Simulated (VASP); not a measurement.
Set up this calculation in VASP 6.6.1, as the native input.

```
Task                    : density of states
Functional              : PBE
Potentials or basis     : VASP PAW PBE potentials, release 64 (Sn_d, H, Br)
Cutoff                  : 520 eV
k mesh                  : 4 × 4 × 4
Occupations             : gaussian, width 0.03 eV
Spin                    : no spin polarisation
k mesh for the DOS      : 6 × 6 × 6
Occupations for the DOS : tetrahedron
Further INCAR settings  : ALGO = Normal; EDIFF = 1e-07
```

Sn2HBr3:

```
Sn H Br
1.0
     4.87345    2.81369    2.59352
    -4.87345    2.81369    2.59352
     0.00000   -5.62737    2.59352
Sn H Br
2 1 3
Direct
  0.76529 0.76529 0.76529
  0.23471 0.23471 0.23471
  0.50000 0.50000 0.50000
  0.00000 0.50000 0.00000
  0.00000 0.00000 0.50000
  0.50000 0.00000 0.00000
```

The cell was built by a generator and needn't be a form met in nature.

One way to write it, as run:

POSCAR

```
Sn2HBr3                                 
1.0
    4.8734461669      2.8136854499      2.5935213181
   -4.8734461669      2.8136854499      2.5935213181
    0.0000000000     -5.6273709092      2.5935213174
  Sn              H               Br            
     2     1     3
Direct
     0.7652877134126406    0.7652877134126406    0.7652877134124274
     0.2347122865873594    0.2347122865873594    0.2347122865875726
     0.5000000000000000    0.5000000000000000    0.5000000000000000
     0.0000000000000000    0.5000000000000000    0.0000000000000000
     0.0000000000000000    0.0000000000000000    0.5000000000000000
     0.5000000000000000    0.0000000000000000    0.0000000000000000
```

INCAR.step1

```
PREC = Accurate
ENCUT = 520
EDIFF = 1E-7
ISMEAR = 0
SIGMA = 0.03
LREAL = F
LASPH = T
NELM = 100
ALGO = Normal
ISIF = 2
LWAVE = F
LCHARG = T
GGA = PE
KPAR = 4
```

KPOINTS.step1

```
Automatic mesh
0
Gamma
  4 4 4
```

INCAR.step2

```
PREC = Accurate
ENCUT = 520
EDIFF = 1E-7
ISMEAR = -5
SIGMA = 0.03
LREAL = F
LASPH = T
NELM = 100
ALGO = Normal
ISIF = 2
LWAVE = F
LCHARG = F
GGA = PE
LORBIT = 11
KPAR = 4
NEDOS = 1001
ICHARG = 11
```

KPOINTS.step2

```
Automatic mesh
0
Gamma
  6 6 6
```

Potentials or basis: VASP PAW PBE potentials, release 64 (Sn_d, H, Br).

Launch:

```bash
$ cat potpaw_PBE.64/Sn_d/POTCAR potpaw_PBE.64/H/POTCAR potpaw_PBE.64/Br/POTCAR > POTCAR
$ cp INCAR.step1 INCAR
$ cp KPOINTS.step1 KPOINTS
$ mpirun -np 4 vasp_std > vasp.out
$ cp INCAR.step2 INCAR
$ cp KPOINTS.step2 KPOINTS
$ mpirun -np 4 vasp_std > vasp.out
```

It gave:

```yaml
Valence_electrons_inside_the_program's_atomic_spheres: Sn 12.00; H 0.51; Br 4.84
```

It took 70 s on 4 MPI ranks on Intel(R) Xeon(R) Platinum 8488C (Sapphire Rapids), with other jobs on the host, peak memory 0.4 GiB a rank.
